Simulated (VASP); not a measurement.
Input:

```xyz
2
Lattice="0.0000 2.8706 2.8706 2.8706 0.0000 2.8706 2.8706 2.8706 0.0000" Properties=species:S:1:pos:R:3 pbc="T T T"
Zn     0.0000     0.0000     0.0000
Se     1.4353     1.4353     1.4353
```

All values below come from PBE GGA, VASP's PBE PAW potentials (set 64) (plane waves; VASP 6.6.1). Run with 480 eV cut-off, 7×7×7 Γ-centred mesh, Gaussian smearing of 0.050 eV, potentials Zn Se.

Question: Predict the energy per atom (σ→0), band gap (on the k-mesh) with the smallest direct gap where there is one.

Answer: 
```yaml
band gap (on the k-mesh): 1.14 eV
smallest direct gap (on the k-mesh): 1.14 eV
energy per atom (σ→0): -3.016 eV/atom
```

Only differences to runs with the same potentials and settings are physical.

The compound is ZnSe in the zinc blende structure. It was relaxed first. The start is the result of an earlier pass.
